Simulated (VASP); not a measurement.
An input for Ansatz (written as the equivalent of a VASP run, and not itself run):

Ansatz 0.2 input:
```yaml
crystal:
  lattice:
    - [1.3516437, 0.7803721, 4.4170299]
    - [-1.3516437, 0.7803721, 4.4170299]
    - [0.0000000, -1.5607441, 4.4170299]
  atoms:
    - { symbol: Pd, position: [0.5000000, 0.5000000, 0.5000000] }
    - { symbol: Ir, position: [0.0000000, 0.0000000, 0.0000000] }
kpoints:
  mp_grid: { grid: [14, 14, 14] }
hamiltonian:
  xc: lda
  pseudopotentials: { kind: paw }
scf:
  occupations: { method: methfessel_paxton, width: 0.1 }
  max_iter: 100
relax:
  max_steps: 60
  f_tol: 0.01
  cell: {}
output: { forces: true, stress: true, eigenvalues: true }
```

### Question
Write the VASP files for the same calculation (LDA).

### Answer
This is not unique; one that fits is 
**INCAR**
```
! general
SYSTEM =IrPd
PREC   =Accurate
ENCUT  =400   ! plane-wave cut-off (eV)
LREAL  =.FALSE.   ! projection in real space or not
LASPH  =.TRUE.

! electronic loop
EDIFF  =1E-6   ! SCF stop (eV)
NELM   =100   ! most electronic steps
ALGO   =Normal
LMAXMIX=6

! smearing
ISMEAR =1
SIGMA  =0.1

! ions
IBRION =2   ! conjugate gradients
NSW    =60
ISIF   =3   ! ions, shape and volume
EDIFFG =-0.01   ! ionic stop

! output
LWAVE  =.FALSE.
LCHARG =.FALSE.
```

File POSCAR:
```
IrPd
1.0
  1.3516437376   0.7803720565   4.4170298618
 -1.3516437376   0.7803720565   4.4170298618
  0.0000000000  -1.5607441131   4.4170298618
Pd Ir
1 1
Cartesian
  0.0000000000  -0.0000000001   6.6255447927
  0.0000000000   0.0000000000   0.0000000000
```

KPOINTS:
```
Automatic mesh
0
Gamma
14 14 14
0 0 0
```

POTCAR, in this order: Pd Ir (LDA.64 set). Program: vasp_std.

What does not carry over: each code has its own PAW files, so the cut-off isn't converted (ENCUT is set for VASP's; basis.ecutwfc is left out, and Ansatz then takes the one that its files recommend); Ansatz stops its SCF on the density residual and VASP on the energy change (EDIFF); Ansatz's lda is the Perdew-Wang form, while the LDA potentials of VASP carry Perdew-Zunger's.

The structure comes from a computed database's IrPd entry (R-3m); how it stands against other phases isn't given here. This run relaxes it. Symmetry was kept, so distortions that lower it aren't found. The start is the result of an earlier pass.
